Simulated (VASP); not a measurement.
Method: eigenvalue-self-consistent GW0 on PBE orbitals, VASP's PBE PAW potentials (set 64) (plane waves; VASP 6.6.1).

VASP ran on this input.

File POSCAR:
```
GaSb
1
    0.0000000000     3.0500000000     3.0500000000
    3.0500000000     0.0000000000     3.0500000000
    3.0500000000     3.0500000000     0.0000000000
Ga Sb
1 1
Direct
  0.0000000000   0.0000000000   0.0000000000
  0.2500000000   0.2500000000   0.2500000000
```

**INCAR**
```
! general
SYSTEM       =  GaSb
PREC         =  Normal
ENCUT        =  500
LREAL        =  .FALSE.
LASPH        =  .TRUE.   ! aspherical one-centre terms
NBANDS       =  160

! electronic loop
ALGO         =  EVGW0

! smearing
ISMEAR       =  0
SIGMA        =  0.01   ! width (eV)

! functional
GGA          =  PE

! output
LWAVE        =  .FALSE.
LCHARG       =  .FALSE.

! other
NELMGW       =  4
NOMEGA       =  64
ENCUTGW      =  200
NBANDSGW     =  22
LSPECTRALGW  =  .TRUE.
```

File KPOINTS:
```
Automatic mesh
0
Gamma
  4 4 4
```

POTCAR, in this order: Ga_d_GW Sb_d_GW (PBE.64 set). Program: vasp_std. Read from the step before: WAVECAR, WAVEDER.

What VASP printed:

File OUTCAR:
```
 ion  position               nearest neighbor table
   1  0.000  0.000  0.000-   2 2.64   2 2.64   2 2.64   2 2.64
   2  0.250  0.250  0.250-   1 2.64   1 2.64   1 2.64   1 2.64
  LATTYP: Found a face centered cubic cell.
 ALAT       =     6.1000000000
 Subroutine PRICEL returns:
 Original cell was already a primitive cell.
 Subroutine GETGRP returns: Found 24 space group operations
The static configuration has the point symmetry T_d .
The dynamic configuration has the point symmetry T_d .
 Subroutine INISYM returns: Found 24 space group operations
 Subroutine IBZKPT returns following result:
 Found      8 irreducible k-points:

 Following reciprocal coordinates:
            Coordinates               Weight
  0.000000  0.000000  0.000000      1.000000
  0.250000  0.000000  0.000000      8.000000
  0.500000  0.000000  0.000000      4.000000
  0.250000  0.250000  0.000000      6.000000
  0.500000  0.250000  0.000000     24.000000
 -0.250000  0.250000  0.000000     12.000000
  0.500000  0.500000  0.000000      3.000000
 -0.250000  0.500000  0.250000      6.000000
 Subroutine IBZKPT_HF returns following result:
...
```

OSZICAR:
```
energies w=
    0.000    0.000    0.324    0.000    0.647    0.000    0.969    0.000
    1.289    0.000    1.605    0.000    1.919    0.000    2.229    0.000
    2.534    0.000    2.836    0.000    3.133    0.000    3.426    0.000
    3.716    0.000    4.001    0.000    4.282    0.000    4.561    0.000
    4.836    0.000    5.109    0.000    5.381    0.000    5.650    0.000
    5.919    0.000    6.188    0.000    6.457    0.000    6.727    0.000
    6.999    0.000    7.273    0.000    7.551    0.000    7.833    0.000
    8.119    0.000    8.412    0.000    8.712    0.000    9.020    0.000
    9.338    0.000    9.666    0.000   10.008    0.000   10.363    0.000
   10.735    0.000   11.127    0.000   11.540    0.000   11.978    0.000
   12.444    0.000   12.942    0.000   13.480    0.000   14.059    0.000
   14.690    0.000   15.381    0.000   16.143    0.000   16.987    0.000
   17.931    0.000   18.997    0.000   20.209    0.000   21.604    0.000
   23.226    0.000   25.141    0.000   27.433    0.000   30.229    0.000
   33.715    0.000   38.178    0.000   44.094    0.000   52.297    0.000
   64.409    0.000   84.059    0.000  121.352    0.000  219.037    0.000
NQ=   1    0.0000    0.0000    0.0000,
 performed        317000 updates of chi_q(r,r)
NQ=   2    0.2500    0.0000    0.0000,
 performed        832000 updates of chi_q(r,r)
NQ=   3    0.5000    0.0000    0.0000,
 performed       1290000 updates of chi_q(r,r)
NQ=   4    0.2500    0.2500    0.0000,
 performed       1805000 updates of chi_q(r,r)
NQ=   5    0.5000    0.2500    0.0000,
 performed       2474000 updates of chi_q(r,r)
NQ=   6   -0.2500    0.2500    0.0000,
 performed       3087000 updates of chi_q(r,r)
NQ=   7    0.5000    0.5000    0.0000,
 performed       3503000 updates of chi_q(r,r)
NQ=   8   -0.2500    0.5000    0.2500,
 performed       4003000 updates of chi_q(r,r)
 resolving degeneracies of screened two electron integrals
NQ=   1    0.0000    0.0000    0.0000,
 performed        317000 updates of chi_q(r,r)
NQ=   2    0.2500    0.0000    0.0000,
 performed        832000 updates of chi_q(r,r)
NQ=   3    0.5000    0.0000    0.0000,
 performed       1290000 updates of chi_q(r,r)
NQ=   4    0.2500    0.2500    0.0000,
 performed       1805000 updates of chi_q(r,r)
NQ=   5    0.5000    0.2500    0.0000,
 performed       2474000 updates of chi_q(r,r)
NQ=   6   -0.2500    0.2500    0.0000,
 performed       3087000 updates of chi_q(r,r)
NQ=   7    0.5000    0.5000    0.0000,
 performed       3503000 updates of chi_q(r,r)
NQ=   8   -0.2500    0.5000    0.2500,
 performed       4003000 updates of chi_q(r,r)
 resolving degeneracies of screened two electron integrals
NQ=   1    0.0000    0.0000    0.0000,
 performed        317000 updates of chi_q(r,r)
NQ=   2    0.2500    0.0000    0.0000,
 performed        832000 updates of chi_q(r,r)
NQ=   3    0.5000    0.0000    0.0000,
 performed       1290000 updates of chi_q(r,r)
NQ=   4    0.2500    0.2500    0.0000,
 performed       1805000 updates of chi_q(r,r)
NQ=   5    0.5000    0.2500    0.0000,
 performed       2474000 updates of chi_q(r,r)
NQ=   6   -0.2500    0.2500    0.0000,
 performed       3087000 updates of chi_q(r,r)
NQ=   7    0.5000    0.5000    0.0000,
 performed       3503000 updates of chi_q(r,r)
NQ=   8   -0.2500    0.5000    0.2500,
 performed       4003000 updates of chi_q(r,r)
 resolving degeneracies of screened two electron integrals
NQ=   1    0.0000    0.0000    0.0000,
 performed        317000 updates of chi_q(r,r)
NQ=   2    0.2500    0.0000    0.0000,
 performed        832000 updates of chi_q(r,r)
NQ=   3    0.5000    0.0000    0.0000,
 performed       1290000 updates of chi_q(r,r)
NQ=   4    0.2500    0.2500    0.0000,
 performed       1805000 updates of chi_q(r,r)
NQ=   5    0.5000    0.2500    0.0000,
 performed       2474000 updates of chi_q(r,r)
NQ=   6   -0.2500    0.2500    0.0000,
 performed       3087000 updates of chi_q(r,r)
NQ=   7    0.5000    0.5000    0.0000,
 performed       3503000 updates of chi_q(r,r)
NQ=   8   -0.2500    0.5000    0.2500,
 performed       4003000 updates of chi_q(r,r)
 resolving degeneracies of screened two electron integrals
```

File OUTCAR:
```


 k-point   1 :       0.0000    0.0000    0.0000
  band No. old QP-enery  QP-energies   sigma(KS)   T+V_ion+V_H  V^pw_x(r,r')   Z            occupation Imag(sigma)

      1     -28.3771     -28.4525     -22.2644      -6.2233     -28.9903       0.6820       2.0000       0.3389
      2     -28.3771     -28.4525     -22.2644      -6.2233     -28.9903       0.6820       2.0000       0.3389
      3     -28.3771     -28.4525     -22.2644      -6.2233     -28.9903       0.6820       2.0000       0.3389
      4     -28.3404     -28.4165     -22.2476      -6.2033     -28.9697       0.6886       2.0000       0.3248
      5     -28.3404     -28.4165     -22.2476      -6.2033     -28.9697       0.6886       2.0000       0.3248
      6     -14.0997     -14.1709     -24.7926      10.5867     -35.1214       0.6704       2.0000       0.3150
      7     -14.0997     -14.1709     -24.7926      10.5867     -35.1214       0.6704       2.0000       0.3150
      8     -14.0997     -14.1709     -24.7926      10.5867     -35.1214       0.6704       2.0000       0.3150
      9     -14.0683     -14.1393     -24.8723      10.6976     -35.1809       0.6679       2.0000       0.2737
     10     -14.0683     -14.1393     -24.8723      10.6976     -35.1809       0.6679       2.0000       0.2737
     11      -8.2882      -8.2993     -11.7503       3.4454     -17.3338       0.6681       2.0000       0.8795
     12       3.3826       3.3791     -12.2133      15.5915     -13.0744       0.7864       2.0000       0.0526
     13       3.3826       3.3791     -12.2133      15.5915     -13.0744       0.7864       2.0000       0.0526
     14       3.3826       3.3791     -12.2133      15.5915     -13.0744       0.7864       2.0000       0.0526
     15       4.3158       4.3133     -11.8547      16.1674      -7.8496       0.7864       0.0000      -0.0725
     16       6.6305       6.6286      -9.9484      16.5764      -5.7855       0.7770       0.0000      -0.1118
     17       6.6305       6.6286      -9.9484      16.5764      -5.7855       0.7770       0.0000      -0.1118
     18       6.6305       6.6286      -9.9484      16.5764      -5.7855       0.7770       0.0000      -0.1118
     19       9.4603       9.4591      -7.5120      16.9708      -2.5272       0.7884       0.0000      -0.2295
     20      12.6384      12.6370      -9.7761      22.4127      -4.6320       0.7678       0.0000      -0.3376
     21      12.6384      12.6370      -9.7761      22.4127      -4.6320       0.7678       0.0000      -0.3376
     22      13.2013      13.2004      -7.6533      20.8534      -2.2667       0.7760       0.0000      -0.3676

 k-point   2 :       0.2500    0.0000    0.0000
  band No. old QP-enery  QP-energies   sigma(KS)   T+V_ion+V_H  V^pw_x(r,r')   Z            occupation Imag(sigma)

      1     -28.3763     -28.4514     -22.2654      -6.2209     -28.9912       0.6834       2.0000       0.3388
      2     -28.3763     -28.4514     -22.2654      -6.2209     -28.9912       0.6834       2.0000       0.3388
      3     -28.3763     -28.4514     -22.2654      -6.2209     -28.9912       0.6834       2.0000       0.3388
      4     -28.3408     -28.4163     -22.2482      -6.2025     -28.9699       0.6873       2.0000       0.3243
      5     -28.3408     -28.4163     -22.2482      -6.2025     -28.9699       0.6873       2.0000       0.3243
      6     -14.1001     -14.1710     -24.7183      10.5123     -35.0289       0.6700       2.0000       0.3188
      7     -14.0961     -14.1670     -24.8085      10.6066     -35.1386       0.6710       2.0000       0.3139
      8     -14.0961     -14.1670     -24.8085      10.6066     -35.1386       0.6710       2.0000       0.3139
      9     -14.0674     -14.1386     -24.8700      10.6962     -35.1807       0.6694       2.0000       0.2761
     10     -14.0674     -14.1386     -24.8700      10.6962     -35.1807       0.6694       2.0000       0.2761
     11      -7.6715      -7.6822     -11.9682       4.2810     -17.2999       0.6825       2.0000       0.8300
     12      -0.6703      -0.6755     -11.6550      10.9778     -13.6784       0.7526       2.0000       0.1726
     13       2.6402       2.6366     -11.8407      14.4762     -12.8605       0.7798       2.0000       0.0621
     14       2.6402       2.6366     -11.8407      14.4762     -12.8605       0.7798       2.0000       0.0621
     15       4.7996       4.7974     -10.5218      15.3185      -6.6356       0.7856       0.0000      -0.0799
     16       7.5177       7.5158     -10.0772      17.5924      -5.6825       0.7738       0.0000      -0.1381
     17       7.5177       7.5158     -10.0772      17.5924      -5.6825       0.7738       0.0000      -0.1381
     18       9.1837       9.1820     -10.4829      19.6644      -5.5945       0.7713       0.0000      -0.2085
     19      10.8181      10.8169      -7.4950      18.3116      -2.3571       0.7786       0.0000      -0.2766
     20      11.4225      11.4211      -8.9642      20.3850      -3.9683       0.7748       0.0000      -0.2883
     21      11.4225      11.4211      -8.9642      20.3850      -3.9683       0.7748       0.0000      -0.2883
     22      13.5267      13.5256      -8.6000      22.1253      -3.0006       0.7759       0.0000      -0.4478

 k-point   3 :       0.5000    0.0000    0.0000
  band No. old QP-enery  QP-energies   sigma(KS)   T+V_ion+V_H  V^pw_x(r,r')   Z            occupation Imag(sigma)

      1     -28.3772     -28.4527     -22.2655      -6.2222     -28.9890       0.6826       2.0000       0.3433
      2     -28.3742     -28.4490     -22.2660      -6.2173     -28.9926       0.6855       2.0000       0.3363
      3     -28.3742     -28.4490     -22.2660      -6.2173     -28.9926       0.6855       2.0000       0.3363
      4     -28.3412     -28.4157     -22.2494      -6.2009     -28.9707       0.6836       2.0000       0.3235
      5     -28.3412     -28.4157     -22.2494      -6.2009     -28.9707       0.6836       2.0000       0.3235
      6     -14.1009     -14.1717     -24.6515      10.4448     -34.9470       0.6690       2.0000       0.3207
      7     -14.0933     -14.1643     -24.8195      10.6204     -35.1486       0.6708       2.0000       0.3114
      8     -14.0933     -14.1643     -24.8195      10.6204     -35.1486       0.6708       2.0000       0.3114
      9     -14.0663     -14.1375     -24.8730      10.7007     -35.1881       0.6721       2.0000       0.2794
     10     -14.0663     -14.1375     -24.8730      10.7007     -35.1881       0.6721       2.0000       0.2794
     11      -6.6460      -6.6559     -12.5229       5.8627     -17.3929       0.6973       2.0000       0.7040
     12      -3.1374      -3.1441     -10.9908       7.8441     -14.3149       0.7235       2.0000       0.3928
     13       2.1494       2.1455     -11.7399      13.8843     -12.9615       0.7737       2.0000       0.0730
     14       2.1494       2.1455     -11.7399      13.8843     -12.9615       0.7737       2.0000       0.0730
     15       4.3646       4.3623     -10.3951      14.7568      -6.6154       0.7895       0.0000      -0.0747
     16       7.5825       7.5806      -9.6177      17.1978      -5.2158       0.7756       0.0000      -0.1410
     17       7.5825       7.5806      -9.6177      17.1978      -5.2158       0.7756       0.0000      -0.1410
     18      10.0272      10.0260      -7.3438      17.3696      -2.3136       0.7838       0.0000      -0.2427
     19      13.2809      13.2797      -9.7004      22.9798      -4.0670       0.7744       0.0000      -0.4603
     20      13.8601      13.8589      -9.4044      23.2629      -3.6322       0.7619       0.0000      -0.4856
     21      13.8601      13.8589      -9.4044      23.2629      -3.6322       0.7619       0.0000      -0.4856
     22      14.3591      14.3579     -10.4556      24.8132      -4.1441       0.7538       0.0000      -0.6575

 k-point   4 :       0.2500    0.2500    0.0000
  band No. old QP-enery  QP-energies   sigma(KS)   T+V_ion+V_H  V^pw_x(r,r')   Z            occupation Imag(sigma)

      1     -28.3797     -28.4553     -22.2636      -6.2271     -28.9879       0.6811       2.0000       0.3437
      2     -28.3742     -28.4490     -22.2671      -6.2161     -28.9937       0.6860       2.0000       0.3362
      3     -28.3742     -28.4490     -22.2671      -6.2161     -28.9937       0.6860       2.0000       0.3362
      4     -28.3406     -28.4171     -22.2461      -6.2057     -28.9674       0.6883       2.0000       0.3243
      5     -28.3406     -28.4158     -22.2502      -6.1996     -28.9715       0.6883       2.0000       0.3243
      6     -14.1062     -14.1774     -24.6904      10.4779     -34.9954       0.6698       2.0000       0.3230
      7     -14.0912     -14.1619     -24.8265      10.6300     -35.1602       0.6717       2.0000       0.3125
      8     -14.0912     -14.1619     -24.8265      10.6300     -35.1602       0.6717       2.0000       0.3125
      9     -14.0698     -14.1414     -24.8515      10.6742     -35.1573       0.6665       2.0000       0.2748
     10     -14.0661     -14.1371     -24.8748      10.7032     -35.1879       0.6725       2.0000       0.2788
     11      -7.4486      -7.4592     -12.0205       4.5563     -17.2562       0.6831       2.0000       0.8099
     12      -0.6341      -0.6393     -12.1261      11.4852     -14.0848       0.7554       2.0000       0.1620
     13       1.6155       1.6114     -11.3662      12.9764     -12.6869       0.7703       2.0000       0.0845
     14       1.6155       1.6114     -11.3662      12.9764     -12.6869       0.7703       2.0000       0.0845
     15       5.0301       5.0280      -9.4448      14.4722      -5.6522       0.7887       0.0000      -0.0848
     16       6.5941       6.5922      -9.9099      16.5016      -5.6369       0.7831       0.0000      -0.1143
     17       9.4799       9.4781     -10.7230      20.2005      -5.7766       0.7582       0.0000      -0.2237
     18       9.4799       9.4781     -10.7230      20.2005      -5.7766       0.7582       0.0000      -0.2237
     19      10.4117      10.4103      -9.6328      20.0427      -4.6746       0.7794       0.0000      -0.2491
     20      12.8667      12.8656      -8.5224      21.3877      -2.9624       0.7695       0.0000      -0.4080
     21      13.4935      13.4923      -9.7410      23.2329      -4.3883       0.7739       0.0000      -0.4155
     22      14.9773      14.9764      -7.8948      22.8709      -2.2466       0.7672       0.0000      -0.5050

 k-point   5 :       0.5000    0.2500    0.0000
  band No. old QP-enery  QP-energies   sigma(KS)   T+V_ion+V_H  V^pw_x(r,r')   Z            occupation Imag(sigma)

      1     -28.3792     -28.4546     -22.2646      -6.2251     -28.9886       0.6826       2.0000       0.3445
...
```
(Selected blocks of OUTCAR.)

The mesh is coarse and the basis finite, so the quasiparticle values are not converged. VASP warned that its frequency grid is unfit for quasiparticle energies.

The compound is GaSb in the zinc blende structure. The cell was not relaxed at this level. The k-mesh is coarse (spacing up to 0.45 per Å, 2π included), so the numbers may not be converged in it.
